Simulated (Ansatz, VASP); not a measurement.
# H5C4N (liquid pyrrole at 300 K): VASP beside Ansatz, part 2 of 2

One calculation is typed for both programs; each brings its own data sets. How far apart do they land? The cell is taken from a series of runs on this material, whose earlier steps may have relaxed, scaled, displaced or heated it; both programs get it as it stands.

VASP 6.6.1 and Ansatz 0.2.0.

So far. Step 2 (VASP: single point, LDA): The run ends at a pressure of -0.66 GPa, with forces up to 4.5 eV/Å.

## 3. Ansatz: single point, LDA

Level of this step: Ansatz beside VASP: Kohn-Sham DFT, plane waves, LDA (Ansatz).

Ansatz runs on its default PAW (the set named soft_2) files.

The same cell, functional (in two slightly different forms), mesh and smearing now go to Ansatz, which takes its cutoff from its data sets.

File input.yaml:

```yaml
crystal:
  lattice:
    - [11.98793, 0.0, 0.0]
    - [0.0, 11.98793, 0.0]
    - [0.0, 0.0, 11.98793]
  atoms:
    - { symbol: C, position: [0.38784, 0.45949, 0.29195] }
    - { symbol: C, position: [0.30103, 0.49438, 0.22021] }
    - { symbol: C, position: [0.2482, 0.58584, 0.26815] }
    - { symbol: "N", position: [0.30295, 0.60387, 0.36678] }
    - { symbol: C, position: [0.38431, 0.52628, 0.38328] }
    - { symbol: H, position: [0.45637, 0.40047, 0.27206] }
    - { symbol: H, position: [0.28495, 0.46042, 0.13887] }
    - { symbol: H, position: [0.18016, 0.6472, 0.25102] }
    - { symbol: H, position: [0.26893, 0.65943, 0.41796] }
    - { symbol: H, position: [0.428, 0.5408, 0.45915] }
    - { symbol: C, position: [0.61526, 0.13066, 0.84992] }
    - { symbol: C, position: [0.65676, 0.24378, 0.84643] }
    - { symbol: C, position: [0.76665, 0.23619, 0.81762] }
    - { symbol: "N", position: [0.79705, 0.12949, 0.79911] }
    - { symbol: C, position: [0.70596, 0.06097, 0.82494] }
    - { symbol: H, position: [0.52678, 0.1055, 0.8703] }
    - { symbol: H, position: [0.61424, 0.32443, 0.86546] }
    - { symbol: H, position: [0.83032, 0.29964, 0.80971] }
    - { symbol: H, position: [0.88171, 0.10313, 0.77774] }
    - { symbol: H, position: [0.7138, 0.97425, 0.81978] }
    - { symbol: C, position: [0.95136, 0.96346, 0.66621] }
    - { symbol: C, position: [0.99946, 0.0683, 0.63285] }
    - { symbol: C, position: [0.08067, 0.0931, 0.70948] }
    - { symbol: "N", position: [0.08415, 0.00983, 0.78871] }
    - { symbol: C, position: [0.01105, 0.9238, 0.75631] }
    - { symbol: H, position: [0.88974, 0.91503, 0.62564] }
    - { symbol: H, position: [0.96771, 0.12607, 0.56747] }
    - { symbol: H, position: [0.1387, 0.16476, 0.71276] }
    - { symbol: H, position: [0.14649, 0.00496, 0.84878] }
    - { symbol: H, position: [0.0052, 0.85411, 0.81246] }
    - { symbol: C, position: [0.70642, 0.69084, 0.66813] }
    - { symbol: C, position: [0.69715, 0.77319, 0.75244] }
    - { symbol: C, position: [0.72125, 0.72115, 0.85082] }
    - { symbol: "N", position: [0.74764, 0.61294, 0.82995] }
    - { symbol: C, position: [0.74028, 0.59307, 0.71848] }
    - { symbol: H, position: [0.70466, 0.70489, 0.5805] }
    - { symbol: H, position: [0.67158, 0.85991, 0.74553] }
    - { symbol: H, position: [0.7357, 0.74651, 0.93817] }
    - { symbol: H, position: [0.78103, 0.55835, 0.8815] }
    - { symbol: H, position: [0.77081, 0.51942, 0.68044] }
    - { symbol: C, position: [0.93267, 0.10975, 0.06187] }
    - { symbol: C, position: [0.0409, 0.15246, 0.08816] }
    - { symbol: C, position: [0.03751, 0.20246, 0.18886] }
    - { symbol: "N", position: [0.93123, 0.19448, 0.22309] }
    - { symbol: C, position: [0.86519, 0.14367, 0.14537] }
    - { symbol: H, position: [0.91018, 0.07269, 0.9775] }
    - { symbol: H, position: [0.11344, 0.13903, 0.03863] }
    - { symbol: H, position: [0.10224, 0.22587, 0.24827] }
    - { symbol: H, position: [0.90337, 0.22274, 0.30209] }
    - { symbol: H, position: [0.77717, 0.1465, 0.16794] }
    - { symbol: C, position: [0.94618, 0.4187, 0.53893] }
    - { symbol: C, position: [0.96092, 0.49873, 0.45589] }
    - { symbol: C, position: [0.04245, 0.46104, 0.3866] }
    - { symbol: "N", position: [0.07802, 0.3649, 0.42543] }
    - { symbol: C, position: [0.01998, 0.33407, 0.52088] }
    - { symbol: H, position: [0.88962, 0.41691, 0.61085] }
    - { symbol: H, position: [0.90321, 0.56484, 0.43681] }
    - { symbol: H, position: [0.08371, 0.4966, 0.31076] }
    - { symbol: H, position: [0.14602, 0.32332, 0.39398] }
    - { symbol: H, position: [0.03681, 0.25813, 0.56111] }
    - { symbol: C, position: [0.30512, 0.81973, 0.57346] }
    - { symbol: C, position: [0.19458, 0.77496, 0.57961] }
    - { symbol: C, position: [0.20687, 0.66867, 0.61643] }
    - { symbol: "N", position: [0.31642, 0.6415, 0.62639] }
    - { symbol: C, position: [0.37988, 0.7296, 0.60256] }
    - { symbol: H, position: [0.33069, 0.90491, 0.56022] }
    - { symbol: H, position: [0.11119, 0.81479, 0.55955] }
    - { symbol: H, position: [0.14467, 0.60684, 0.63276] }
    - { symbol: H, position: [0.33753, 0.56781, 0.66564] }
    - { symbol: H, position: [0.46784, 0.73237, 0.61682] }
    - { symbol: C, position: [0.27384, 0.92975, 0.0033] }
    - { symbol: C, position: [0.29611, 0.03188, 0.94893] }
    - { symbol: C, position: [0.3338, 0.0014, 0.84257] }
    - { symbol: "N", position: [0.33148, 0.88716, 0.83312] }
    - { symbol: C, position: [0.30285, 0.84522, 0.93337] }
    - { symbol: H, position: [0.25584, 0.92549, 0.09017] }
    - { symbol: H, position: [0.29718, 0.11899, 0.97516] }
    - { symbol: H, position: [0.34553, 0.05118, 0.76067] }
    - { symbol: H, position: [0.33958, 0.84545, 0.75354] }
    - { symbol: H, position: [0.29925, 0.75528, 0.93395] }
    - { symbol: C, position: [0.81667, 0.5184, 0.18508] }
    - { symbol: C, position: [0.784, 0.50474, 0.07374] }
    - { symbol: C, position: [0.68404, 0.56431, 0.06781] }
    - { symbol: "N", position: [0.65932, 0.59846, 0.17264] }
    - { symbol: C, position: [0.73875, 0.57464, 0.24734] }
    - { symbol: H, position: [0.88677, 0.47819, 0.22669] }
    - { symbol: H, position: [0.81864, 0.45534, 0.00943] }
    - { symbol: H, position: [0.62267, 0.56693, 0.00518] }
    - { symbol: H, position: [0.58898, 0.64642, 0.19222] }
    - { symbol: H, position: [0.72089, 0.59323, 0.33789] }
    - { symbol: C, position: [0.46407, 0.52503, 0.82622] }
    - { symbol: C, position: [0.42121, 0.44589, 0.74757] }
    - { symbol: C, position: [0.30741, 0.44591, 0.77651] }
    - { symbol: "N", position: [0.2881, 0.5066, 0.86558] }
    - { symbol: C, position: [0.38556, 0.54742, 0.90384] }
    - { symbol: H, position: [0.54579, 0.56282, 0.82847] }
    - { symbol: H, position: [0.46215, 0.42347, 0.66833] }
    - { symbol: H, position: [0.23554, 0.40304, 0.73235] }
    - { symbol: H, position: [0.20516, 0.51013, 0.8988] }
    - { symbol: H, position: [0.38217, 0.58926, 0.98295] }
    - { symbol: C, position: [0.54774, 0.83416, 0.10968] }
    - { symbol: C, position: [0.4932, 0.82134, 0.21225] }
    - { symbol: C, position: [0.56827, 0.82143, 0.29974] }
    - { symbol: "N", position: [0.66929, 0.82895, 0.25376] }
    - { symbol: C, position: [0.6608, 0.84698, 0.13678] }
    - { symbol: H, position: [0.51561, 0.83257, 0.02934] }
    - { symbol: H, position: [0.40555, 0.79734, 0.22312] }
    - { symbol: H, position: [0.55865, 0.81916, 0.38761] }
    - { symbol: H, position: [0.74217, 0.84448, 0.30106] }
    - { symbol: H, position: [0.73128, 0.87648, 0.08621] }
    - { symbol: C, position: [0.92802, 0.80876, 0.39583] }
    - { symbol: C, position: [0.97985, 0.74598, 0.3096] }
    - { symbol: C, position: [0.00888, 0.81153, 0.22066] }
    - { symbol: "N", position: [0.98344, 0.91765, 0.25141] }
    - { symbol: C, position: [0.92578, 0.91473, 0.35031] }
    - { symbol: H, position: [0.89466, 0.77301, 0.47171] }
    - { symbol: H, position: [0.98069, 0.64969, 0.31122] }
    - { symbol: H, position: [0.05684, 0.79218, 0.14584] }
    - { symbol: H, position: [0.0002, 0.97788, 0.19357] }
    - { symbol: H, position: [0.89459, 0.99286, 0.37758] }
    - { symbol: C, position: [0.64876, 0.13566, 0.42318] }
    - { symbol: C, position: [0.68069, 0.25206, 0.41193] }
    - { symbol: C, position: [0.6739, 0.29531, 0.51727] }
    - { symbol: "N", position: [0.64643, 0.21487, 0.59015] }
    - { symbol: C, position: [0.62614, 0.11433, 0.53133] }
    - { symbol: H, position: [0.64771, 0.07517, 0.35327] }
    - { symbol: H, position: [0.71482, 0.30439, 0.33972] }
    - { symbol: H, position: [0.69386, 0.38248, 0.54584] }
    - { symbol: H, position: [0.63217, 0.22448, 0.67637] }
    - { symbol: H, position: [0.60509, 0.04493, 0.58867] }
    - { symbol: C, position: [0.99777, 0.51739, 0.86922] }
    - { symbol: C, position: [0.01224, 0.60893, 0.94679] }
    - { symbol: C, position: [0.0264, 0.56184, 0.04606] }
    - { symbol: "N", position: [0.03465, 0.4456, 0.03622] }
    - { symbol: C, position: [0.01972, 0.41663, 0.93013] }
    - { symbol: H, position: [0.98066, 0.52702, 0.77765] }
    - { symbol: H, position: [0.01001, 0.69478, 0.92048] }
    - { symbol: H, position: [0.0329, 0.60108, 0.12886] }
    - { symbol: H, position: [0.05249, 0.39173, 0.1066] }
    - { symbol: H, position: [0.01554, 0.33933, 0.8934] }
    - { symbol: C, position: [0.22159, 0.0938, 0.4272] }
    - { symbol: C, position: [0.25362, 0.05343, 0.32413] }
    - { symbol: C, position: [0.35077, 0.10561, 0.28996] }
    - { symbol: "N", position: [0.38181, 0.17135, 0.37873] }
    - { symbol: C, position: [0.30327, 0.16229, 0.464] }
    - { symbol: H, position: [0.14817, 0.0696, 0.46867] }
    - { symbol: H, position: [0.20839, 0.98694, 0.27794] }
    - { symbol: H, position: [0.40476, 0.09867, 0.21951] }
    - { symbol: H, position: [0.45871, 0.20611, 0.3987] }
    - { symbol: H, position: [0.31452, 0.2219, 0.53473] }
kpoints:
  mp_grid: { grid: [1, 1, 1] }
hamiltonian:
  xc: lda
scf:
  occupations: { method: gaussian, width: 0.025 }
output:
  forces: true
  stress: true
  populations: true
  dos:
    method: { smearing: { sigma: 0.15 } }
    de: 0.1
    projected: { site_lists: { C: [C], H: [H], "N": ["N"] } }
  eigenvalues: true
  write_density: true
  write_potential: true
  volumetric_format: npy
```

Command:

```sh
> ansatz run input.yaml --threads 4 --pin off --max-ram 8192MiB --backend cpu --events-out ev --progress --plain --runs-dir out
```

Numbers of over 12 decimals in the logs are rounded to 6 here.

The program printed:

```text
Engine: ansatz 0.2.0, aarch64-unknown-linux-gnu
Pseudopotentials: kind: paw
Pseudopotential: C, paw, valence charge 4, recommended cutoff 420 eV (normal), C.paw.azcp
Pseudopotential: N, paw, valence charge 5, recommended cutoff 420 eV (normal), N.paw.azcp
Pseudopotential: H, paw, valence charge 1, recommended cutoff 420 eV (normal), H.paw.azcp
Functional definition: SPW92
  exchange = slater_x
  correlation = pw_c
Crystal: 150 atoms, lattice volume = 1722.791 Å³
Basis set: ecut = 420 eV, 33641 PW (Γ)
Bands: 345, of which v1, the nominal top of the filled ones, is band 195 counted from 1 (194 counted from 0)
Symmetry: 1 space group operations
Space group: P1 (ITA 1), of the structure as read, at distance tolerance 1.2e-4 Å
k-points: 1
Non-local potential: C, projectors of the file, l = 0: 2, l = 1: 2, l = 2: 1
Non-local potential: N, projectors of the file, l = 0: 2, l = 1: 2, l = 2: 1
Non-local potential: H, projectors of the file, l = 0: 2, l = 1: 1
PAW form: soft (Blöchl's): semilocal exchange-correlation on the pseudo side does not see the compensation charge
PAW frozen core: C, regenerated for the run's functional, and the local potential with it (the file was generated under x = pbe(κ = 0.804, μ = 0.219515), c = pbe(β = 0.066725))
PAW frozen core: N, regenerated for the run's functional, and the local potential with it (the file was generated under x = pbe(κ = 0.804, μ = 0.219515), c = pbe(β = 0.066725))
PAW one-centre angular grid: C, 110 points (default); XC on 64 Gauss nodes
PAW one-centre angular grid: N, 110 points (default); XC on 64 Gauss nodes
PAW one-centre angular grid: H, 110 points (default); XC on 64 Gauss nodes
Initial density: superposition of atomic densities (neutral atoms: chi_scale 0, normalization atom), corrected by the library's trained network
Initial wavefunctions: pseudopotential atomic-orbital guess
Functional: x = slater, c = lda
SCF iter   1: F=—  HF=-21352.109199 eV  |F-HF|=—  |Δ(HF+E_count)|=         —  Δρ=1.11e-2  dr2=2.04e0  ethr=1.77e-3  ⟨swp⟩=6.0  Hψ=1595  notcnv=0  defer=55
preconditioner: auto → Resta (q_TF=auto, 2.130 Å⁻¹)  ε∞=2.4  [insulator: Δε(μ)=3.989 eV  Ē_g=14.968 eV  σ=0.025 eV  W_gap=1.00  n_scr=256 (ndim 8)  ℏωp=17.7 eV  f_vac=0.232  D(μ)=0.00/eV (n_scr^D=0)  ε∞_Penn≈2.4]
SCF iter   2: F=—  HF=-21351.499717 eV  |F-HF|=—  |Δ(HF+E_count)|=   6.09e-1  Δρ=4.46e-3  dr2=2.80e-1  ethr=5.24e-4  ⟨swp⟩=3.0  Hψ=597  notcnv=0  defer=145
SCF iter   3: F=—  HF=-21351.431253 eV  |F-HF|=—  |Δ(HF+E_count)|=   6.85e-2  Δρ=1.78e-3  dr2=6.38e-2  ethr=7.17e-5  ⟨swp⟩=4.0  Hψ=395  notcnv=0  defer=145
SCF iter   4: F=—  HF=-21351.421558 eV  |F-HF|=—  |Δ(HF+E_count)|=   9.70e-3  Δρ=5.09e-4  dr2=7.17e-3  ethr=1.64e-5  ⟨swp⟩=3.0  Hψ=400  notcnv=0  defer=145
SCF iter   5: F=—  HF=-21351.422839 eV  |F-HF|=—  |Δ(HF+E_count)|=   1.28e-3  Δρ=1.78e-4  dr2=8.86e-4  ethr=1.84e-6  ⟨swp⟩=2.0  Hψ=382  notcnv=0  defer=145
SCF iter   6: F=—  HF=-21351.423387 eV  |F-HF|=—  |Δ(HF+E_count)|=   5.48e-4  Δρ=1.29e-4  dr2=3.82e-4  ethr=2.27e-7  ⟨swp⟩=2.0  Hψ=395  notcnv=0  defer=145
SCF iter   7: F=—  HF=-21351.423363 eV  |F-HF|=—  |Δ(HF+E_count)|=   2.40e-5  Δρ=2.30e-5  dr2=1.06e-5  ethr=9.78e-8  ⟨swp⟩=2.0  Hψ=395  notcnv=0  defer=145
SCF iter   8: F=—  HF=-21351.425736 eV  |F-HF|=—  |Δ(HF+E_count)|=   2.37e-3  Δρ=1.21e-5  dr2=3.38e-6  ethr=2.71e-9  ⟨swp⟩=2.0  Hψ=534  notcnv=0  defer=145
SCF iter   9: F=—  HF=-21351.425738 eV  |F-HF|=—  |Δ(HF+E_count)|=   1.71e-6  Δρ=3.16e-6  dr2=2.74e-7  ethr=8.65e-10  ⟨swp⟩=2.0  Hψ=394  notcnv=0  defer=145
SCF iter  10: F=-21351.425738 eV  HF=-21351.425738 eV  |F-HF|=5.22e-8  |Δ(HF+E_count)|=   4.86e-7  Δρ=1.18e-6  dr2=4.05e-8  ethr=2.56e-11  ⟨swp⟩=20.0  Hψ=2888  notcnv=0
SCF 1 converged in 10 iterations: F = -21351.425738 eV  dr2 = 4.05e-8
  greatest PAW one-centre occupation: 0.796 electrons in one spin orbital (limit 2), on the N atom at site 63 (counted from 0), in its partial waves of l = 0
SCF converged after 10 iterations
Free energy (F): -21351.425738 eV
Harris-Foulkes:  -21351.425738 eV  (|F-HF|=5.22e-8)
Internal energy: -21351.425738 eV  (E = F + TS)
E sigma→0 (E₀):  -21351.425738 eV
Fermi energy:    1.635175 eV
--- Per-component energies (eV) ---
  E_band       = -3085.397440
  E_kinetic    = 8431.748528
  E_local      = -28105.111896  (includes V_loc(G=0)·N_el)
  E_nonlocal   = 2545.283981
  E_hartree    = 10175.733557
  E_xc         = -4353.890445
  E_vxc        = -5482.353835  (∫ρ·V_xc dr)
  E_paw        = -7337.590785  (= ΣΔE_a)
  E_vpaw       = -826.341207  (= ΣTr[D̂ρ^β])
  E_aug_tail   = -0.093414  (compensation charges beyond the density's cutoff)
  E_ewald      = -2712.475876
  E_core_change = 4.970611  (= ΣΔE_core)
  E_smearing   = -0.000000  (= −TS)
  E_closure    = 0.000000  (closes the sum)
  Σ components = -21351.425738   (vs F -21351.425738, Δ=0.00e0)
--- Forces (eV/Å), atoms counted from 1 ---
[...]
atom 119  H     -0.50568483     0.91054443     0.37099130
  atom 120  H     -0.45828425     0.88914871     0.77276293
  atom 121  C      0.60993126     0.37336708    -2.09881352
  atom 122  C      0.23886526    -0.12224950    -0.72531694
  atom 123  C      0.63932115     1.40329083     0.66826659
  atom 124  N     -1.04674654    -1.37225966    -0.20972368
  atom 125  C      0.39772122     1.51530773     2.80925518
  atom 126  H     -0.10721699     0.24629137     0.45979167
  atom 127  H     -0.80435057    -1.09340912     0.84195580
  atom 128  H     -0.24153277    -1.00511022    -0.27917665
  atom 129  H      0.26212006    -0.06485467    -0.74546508
  atom 130  H      0.02577980     0.06326226    -0.94410396
  atom 131  C      1.02659630    -0.52384180     0.46962029
  atom 132  C     -0.72538526    -1.28256541    -2.68666778
  atom 133  C      1.09514475    -1.34761406     2.54587141
  atom 134  N      0.42144206     0.61189746     2.41451620
  atom 135  C     -0.99089820     4.07800699    -1.62540101
  atom 136  H      0.25187170    -0.31838426     0.90476940
  atom 137  H     -0.18785606     0.48575623     0.28578821
  atom 138  H      0.04192093    -0.25685866    -0.29417805
  atom 139  H     -0.56561844     0.93483062    -1.72307241
  atom 140  H      0.06104620    -2.58285093    -0.41441660
  atom 141  C      0.17526170    -0.21189771     0.12992809
  atom 142  C     -0.12088460    -0.83283204    -2.13508150
  atom 143  C     -0.06219917     0.18680587     2.08071971
  atom 144  N     -0.47979025     0.04894530     1.03432365
  atom 145  C      1.73651590     1.93815080    -0.33576418
  atom 146  H     -1.16620425    -0.36969225     0.88040925
  atom 147  H      0.24154515     0.61390680     0.15907358
  atom 148  H      0.31495306    -0.29888354    -0.66605274
  atom 149  H     -0.34252692    -0.26194195    -0.77016248
  atom 150  H     -0.30639196    -0.81778811    -0.37215185
  max |Σ_I F_I| component: 7.56e-5 eV/Å
--- Stress (GPa, compression-positive) ---
       -0.593219      -0.079735       0.216412
       -0.079735      -0.662415       0.304453
        0.216412       0.304453      -0.752974
  P = ⅓ Tr σ = -0.6695 GPa (-6.695 kbar)
--- Band table (eV) ---
  k-point 0: bands = [... 191 lower, -0.5730, -0.5040, -0.3794, -0.1952, 3.4655, 3.6988, 3.7859, 3.8293, ... 146 higher]
--- Löwdin populations: 150 sites ---
  site symbol       q [e]
     0      C      4.2051
     1      C      4.2368
     2      C      4.1192
     3      N      5.1552
     4      C      4.1097
     5      H      0.7928
     6      H      0.8040
     7      H      0.8109
     8      H      0.6624
     9      H      0.7903
    10      C      4.2059
    11      C      4.2329
    12      C      4.0933
    13      N      5.1475
    14      C      4.1274
    15      H      0.7993
    16      H      0.7933
    17      H      0.8067
    18      H      0.6809
    19      H      0.7952
    20      C      4.2242
    21      C      4.2254
    22      C      4.1186
    23      N      5.1747
[...]
142      C      4.1144
   143      N      5.1659
   144      C      4.1281
   145      H      0.7909
   146      H      0.8182
   147      H      0.7707
   148      H      0.6716
   149      H      0.8067
  spilling = 0.011744 (of n_electrons = 390.000000)
```

## 4. Differences

Known differences besides the potentials themselves: the two LDA forms differ slightly; the cutoff is 420 eV in Ansatz and 600 eV in VASP (PREC = Accurate, projectors in real space); VASP's log shows a relativistic correction to its local exchange, Ansatz's none. Total energies have different zeros and are not compared.

The two programs side by side:

```
              quantity  Ansatz   VASP  difference
        pressure (GPa)   -0.67  -0.66       -0.01
gap on the k mesh (eV)   3.661  3.661       0.000
```

Forces on 9 of the 150 atoms, those with the largest forces and the largest differences (eV/Å; atoms numbered as in POSCAR):

```csv
atom,"Ansatz x, y, z","VASP x, y, z"
C28,"-1.629, 2.612, -0.409","-1.544, 2.650, -0.420"
C39,"-0.586, -2.634, -3.154","-0.604, -2.692, -3.225"
C41,"2.531, 0.408, 2.583","2.509, 0.408, 2.529"
C43,"-0.353, -0.325, -1.570","-0.416, -0.337, -1.496"
C46,"-0.324, -3.201, 0.296","-0.315, -3.236, 0.290"
C52,"0.398, 1.515, 2.809","0.380, 1.438, 2.802"
C56,"-0.991, 4.078, -1.625","-0.998, 3.999, -1.695"
N64,"-0.637, 0.860, -2.134","-0.606, 0.796, -2.065"
N71,"2.122, 1.958, -1.586","2.195, 1.962, -1.559"
```

The forces differ by 31 meV/Å r.m.s., which is 3.2 % of the r.m.s. force of 0.958 eV/Å (both taken over all components). A gap on the mesh is an upper bound, since the band edges may lie between its points.

## 5. Results

| Item | Value |
| --- | --- |
| r.m.s. force difference (single point, LDA) | 3.2 % of the r.m.s. force |

The r.m.s. force difference is 3.2 % of the r.m.s. force (single point, LDA), beyond the 3 % picked in this series as the mark of a large difference. What causes the difference of the single point, LDA pair stays open here. Such differences can come from data sets, numerical settings and the points named under the comparisons, not from the functional's error against experiment.

[Lines on the potential files, build, host, timing and source positions are cut from VASP's logs without a mark.]

[Logs are printed without paths, hosts, clocks, repeated set-up lines and the standing remarks that a program may print on its own settings, such as how far it seeks lower states.]

[Hosts, paths, dates, database ids (printed as entryN), source tags and the programs' standing remarks are cut or masked in the printed files.]
